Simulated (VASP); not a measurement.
Computed with optB88-vdW, VASP's PBE PAW potentials (set 64) (plane waves; VASP).

A VASP calculation is set up with these files.

### INCAR
```
SYSTEM = NiO
PREC = Accurate
ENCUT = 520
EDIFF = 1E-6
NELM = 100
ALGO = Normal
LREAL = .FALSE.
LASPH = .TRUE.
ISMEAR = 0
SIGMA = 0.05
GGA = BO
PARAM1 = 0.1833333333
PARAM2 = 0.22
LUSE_VDW = .TRUE.
AGGAC = 0.0
LMAXMIX = 4
ISPIN = 2
MAGMOM = 2.0 -2.0 0.0 0.0
LORBIT = 10
LWAVE = .FALSE.
LCHARG = .FALSE.
IBRION = 2
ISIF = 3
NSW = 60
EDIFFG = -0.02
```

### POSCAR
```
NiO
1
    4.1176733786     2.0566918643     2.0566918643
    2.0566918643     4.1176733786     2.0566918643
    2.0566918643     2.0566918643     4.1176733786
Ni O
2 2
Direct
  0.0000000000   0.0000000000   0.0000000000
  0.5000000000   0.5000000000   0.5000000000
  0.2500000000   0.2500000000   0.2500000000
  0.7500000000   0.7500000000   0.7500000000
```

File KPOINTS:
```
Automatic
0
Gamma
  8 8 8
```

POTCAR, in this order: Ni O (PBE.64 set). Program: vasp_std.

The run wrote:

### OUTCAR
```
 ion  position               nearest neighbor table
   1  0.000  0.000  0.000-   4 2.06   4 2.06   4 2.06   3 2.06   3 2.06   3 2.06   2 2.91   2 2.91
                             2 2.91   2 2.91   2 2.91   2 2.91
   2  0.500  0.500  0.500-   3 2.06   3 2.06   3 2.06   4 2.06   4 2.06   4 2.06   1 2.91   1 2.91
                             1 2.91   1 2.91   1 2.91   1 2.91
   3  0.250  0.250  0.250-   1 2.06   1 2.06   1 2.06   2 2.06   2 2.06   2 2.06
   4  0.750  0.750  0.750-   2 2.06   2 2.06   2 2.06   1 2.06   1 2.06   1 2.06
  LATTYP: Found a trigonal (rhomboedric) cell.
 ALAT       =     5.0413487186
 COS(alpha) =     0.8328698842
 Subroutine PRICEL returns following result:
  LATTYP: Found a trigonal (rhomboedric) cell.
 ALAT       =     2.9116355587
 COS(alpha) =     0.4989579638
 Subroutine GETGRP returns: Found 12 space group operations
The static configuration has the point symmetry D_3d.
The dynamic configuration has the point symmetry D_3d.
The overall configuration has the point symmetry D_3d.
 Subroutine INISYM returns: Found 12 space group operations
 Subroutine IBZKPT returns following result:
 Found     65 irreducible k-points:

 Following reciprocal coordinates:
            Coordinates               Weight
  0.000000  0.000000  0.000000      1.000000
  0.125000  0.000000  0.000000      6.000000
  0.250000  0.000000  0.000000      6.000000
  0.375000  0.000000  0.000000      6.000000
  0.500000  0.000000  0.000000      3.000000
  0.125000  0.125000  0.000000      6.000000
  0.250000  0.125000  0.000000     12.000000
  0.375000  0.125000  0.000000     12.000000
  0.500000  0.125000  0.000000     12.000000
 -0.375000  0.125000  0.000000     12.000000
 -0.250000  0.125000 -0.000000     12.000000
 -0.125000  0.125000  0.000000      6.000000
  0.250000  0.250000  0.000000      6.000000
  0.375000  0.250000  0.000000     12.000000
  0.500000  0.250000  0.000000     12.000000
 -0.375000  0.250000  0.000000     12.000000
...
```

**OSZICAR**
```
       N       E                     dE             d eps       ncg     rms          rms(c)
DAV:   1     0.268990800556E+03    0.26899E+03   -0.15883E+04  5256   0.214E+03
DAV:   2     0.116718641345E+02   -0.25732E+03   -0.24103E+03  5352   0.415E+02
DAV:   3    -0.183274323672E+02   -0.29999E+02   -0.28635E+02  5952   0.161E+02
DAV:   4    -0.192502577211E+02   -0.92283E+00   -0.91819E+00  5880   0.299E+01
DAV:   5    -0.192762624154E+02   -0.26005E-01   -0.25991E-01  6340   0.471E+00    0.214E+01
DAV:   6    -0.160616200806E+02    0.32146E+01   -0.42012E+01  7876   0.108E+02    0.211E+01
DAV:   7    -0.148744093431E+02    0.11872E+01   -0.69862E+00  6652   0.805E+01    0.957E+00
DAV:   8    -0.150612449052E+02   -0.18684E+00   -0.20991E+00  5824   0.123E+01    0.637E+00
DAV:   9    -0.150022510206E+02    0.58994E-01   -0.11610E-01  7812   0.917E+00    0.127E+00
DAV:  10    -0.150125609535E+02   -0.10310E-01   -0.60415E-02  6480   0.323E+00    0.436E-01
DAV:  11    -0.150121039720E+02    0.45698E-03   -0.39336E-03  7528   0.172E+00    0.125E-01
DAV:  12    -0.150122916479E+02   -0.18768E-03   -0.15420E-03  7692   0.452E-01    0.664E-02
DAV:  13    -0.150123012777E+02   -0.96298E-05   -0.18662E-04  8336   0.188E-01    0.223E-02
DAV:  14    -0.150122952595E+02    0.60182E-05   -0.22313E-05  6100   0.834E-02    0.227E-02
DAV:  15    -0.150122929382E+02    0.23213E-05   -0.83114E-06  6392   0.403E-02    0.503E-03
DAV:  16    -0.150122915547E+02    0.13835E-05   -0.12190E-06  2820   0.171E-02    0.173E-03
DAV:  17    -0.150122909249E+02    0.62975E-06   -0.43475E-07  2664   0.785E-03
   1 F= -.15012291E+02 E0= -.15012291E+02  d E =-.150123E+02  mag=    -0.0000
       N       E                     dE             d eps       ncg     rms          rms(c)
DAV:   1    -0.164602634214E+02   -0.14480E+01   -0.28668E+01  6408   0.802E+01    0.914E+00
DAV:   2    -0.152300171685E+02    0.12302E+01   -0.56346E+00  5648   0.540E+01    0.651E+00
DAV:   3    -0.150665173774E+02    0.16350E+00   -0.69336E-01  7704   0.195E+01    0.301E+00
DAV:   4    -0.150454283007E+02    0.21089E-01   -0.13456E-01  6888   0.511E+00    0.122E+00
DAV:   5    -0.150346081500E+02    0.10820E-01   -0.24416E-02  8736   0.302E+00    0.708E-01
DAV:   6    -0.150307079896E+02    0.39002E-02   -0.13613E-02  6272   0.204E+00    0.209E-01
DAV:   7    -0.150305046969E+02    0.20329E-03   -0.29795E-03  7464   0.508E-01    0.102E-01
DAV:   8    -0.150305037736E+02    0.92330E-06   -0.19979E-04  6256   0.328E-01    0.455E-02
DAV:   9    -0.150305010724E+02    0.27012E-05   -0.61639E-05  5728   0.721E-02    0.157E-02
DAV:  10    -0.150304972128E+02    0.38596E-05   -0.21060E-05  7024   0.731E-02    0.234E-03
DAV:  11    -0.150304971029E+02    0.10991E-06   -0.37614E-07  2744   0.654E-03
   2 F= -.15030497E+02 E0= -.15030497E+02  d E =-.182062E-01  mag=     0.0000
       N       E                     dE             d eps       ncg     rms          rms(c)
DAV:   1    -0.153153322032E+02   -0.28483E+00   -0.51451E+00  6272   0.333E+01    0.390E+00
DAV:   2    -0.150788427106E+02    0.23649E+00   -0.10613E+00  6440   0.190E+01    0.237E+00
DAV:   3    -0.150587995885E+02    0.20043E-01   -0.85417E-02  7552   0.700E+00    0.136E+00
DAV:   4    -0.150539676378E+02    0.48320E-02   -0.17300E-02  6992   0.230E+00    0.472E-01
DAV:   5    -0.150520635469E+02    0.19041E-02   -0.48236E-03  8712   0.130E+00    0.273E-01
DAV:   6    -0.150514242736E+02    0.63927E-03   -0.23096E-03  6624   0.883E-01    0.919E-02
DAV:   7    -0.150513797866E+02    0.44487E-04   -0.50628E-04  7776   0.217E-01    0.418E-02
DAV:   8    -0.150513880200E+02   -0.82334E-05   -0.30252E-05  6408   0.109E-01    0.152E-02
DAV:   9    -0.150513862576E+02    0.17625E-05   -0.62879E-06  5440   0.282E-02    0.438E-03
DAV:  10    -0.150513860496E+02    0.20794E-06   -0.11889E-06  2712   0.156E-02
   3 F= -.15051386E+02 E0= -.15051386E+02  d E =-.390951E-01  mag=     0.0000
```

**OUTCAR**
```
------------------------ aborting loop because EDIFF is reached ----------------------------------------
  FORCE on cell =-STRESS in cart. coord.  units (eV):
  Direction    XX          YY          ZZ          XY          YZ          ZX
  --------------------------------------------------------------------------------------
  Total       -0.0024501     -0.0024501     -0.0024501     -0.0333023     -0.0333023     -0.0333023
  in kB       -0.1078376     -0.1078376     -0.1078376     -1.4657470     -1.4657470     -1.4657470
  external PRESSURE =      -0.1078376 kB  Pullay stress =       0.0000000 kB
  volume of cell :       36.40
      direct lattice vectors                 reciprocal lattice vectors
     4.171930712  2.082293630  2.082293630     0.359019385 -0.119532613 -0.119532613
     2.082293630  4.171930712  2.082293630    -0.119532613  0.359019385 -0.119532613
     2.082293630  2.082293630  4.171930712    -0.119532613 -0.119532613  0.359019385
 POSITION                                       TOTAL-FORCE (eV/Angst)
 -----------------------------------------------------------------------------------
      0.00000      0.00000      0.00000         0.000000      0.000000     -0.000000
      4.16826      4.16826      4.16826         0.000000     -0.000000     -0.000000
      2.08413      2.08413      2.08413        -0.000000     -0.000000      0.000000
      6.25239      6.25239      6.25239        -0.000000      0.000000      0.000000
 -----------------------------------------------------------------------------------
    total drift:                                0.000000     -0.000000     -0.000000
  FREE ENERGIE OF THE ION-ELECTRON SYSTEM (eV)
  ---------------------------------------------------
  free  energy   TOTEN  =       -15.0513860496 eV

  energy  without entropy=      -15.0513860496  energy(sigma->0) =      -15.05138605

 total charge

# of ion       s       p       d       tot
------------------------------------------
    1        0.329   0.399   8.288   9.016
    2        0.329   0.399   8.288   9.016
    3        1.556   3.419   0.000   4.975
    4        1.556   3.419   0.000   4.975
--------------------------------------------------
tot          3.769   7.636  16.576  27.980

 magnetization (x)

# of ion       s       p       d       tot
------------------------------------------
    1       -0.010  -0.013   1.336   1.313
    2        0.010   0.013  -1.336  -1.313
    3        0.000   0.000   0.000   0.000
    4        0.000   0.000   0.000   0.000
--------------------------------------------------
tot          0.000   0.000   0.000   0.000

 reached required accuracy - stopping structural energy minimisation
```
(Selected blocks of OUTCAR.)

**CONTCAR**
```
NiO
   1.00000000000000
     4.1719307117745599    2.0822936297909385    2.0822936297909385
     2.0822936297909385    4.1719307117745599    2.0822936297909385
     2.0822936297909385    2.0822936297909385    4.1719307117745599
  Ni              O
     2     2
Direct
     0.0000000000000000    0.0000000000000000    0.0000000000000000
     0.5000000000000000    0.5000000000000000    0.5000000000000000
     0.2500000000000000    0.2500000000000000    0.2500000000000000
     0.7500000000000000    0.7500000000000000    0.7500000000000000
```

**OUTCAR**
```
 val. band max:        7.1614521732   @ k =   0.3750   0.3750   0.2500

 cond. band min:       8.0310286404   @ k =   0.5000   0.2500   0.2500


 Fermi energy:         7.4577968152

 spin component 1

 k-point     1 :       0.0000    0.0000    0.0000
  band No.  band energies     occupation
      1     -12.4264      1.00000
      2     -11.0302      1.00000
      3      -0.3128      1.00000
      4       2.2361      1.00000
      5       2.2361      1.00000
      6       4.8505      1.00000
      7       4.8506      1.00000
      8       4.8752      1.00000
      9       5.2920      1.00000
     10       5.2920      1.00000
     11       5.3748      1.00000
     12       5.6665      1.00000
     13       5.6666      1.00000
     14       6.5047      1.00000
     15       6.5049      1.00000
     16       6.7890      1.00000
     17       9.1731      0.00000
     18       9.1735      0.00000
     19       9.5309      0.00000
     20      13.5704      0.00000

 k-point     2 :       0.1250    0.0000    0.0000
  band No.  band energies     occupation
      1     -12.2669      1.00000
      2     -11.0054      1.00000
      3      -0.0431      1.00000
      4       2.1511      1.00000
      5       2.2815      1.00000
      6       3.5121      1.00000
      7       4.2475      1.00000
      8       4.2714      1.00000
      9       5.3232      1.00000
     10       5.6412      1.00000
     11       5.6845      1.00000
     12       5.8584      1.00000
     13       6.2113      1.00000
     14       6.5838      1.00000
     15       6.6556      1.00000
     16       6.7829      1.00000
     17       8.6913      0.00000
     18       9.0717      0.00000
     19      10.5038      0.00000
     20      14.4631      0.00000

 k-point     3 :       0.2500    0.0000    0.0000
  band No.  band energies     occupation
      1     -11.8505      1.00000
      2     -10.9436      1.00000
      3       0.6206      1.00000
...
```

Energy and stress use the plane-wave basis of the starting cell.

The compound is NiO in the rock salt, AFM-II order structure. This run relaxes it. Symmetry was kept, so distortions that lower it aren't found. The start is the result of an earlier pass.
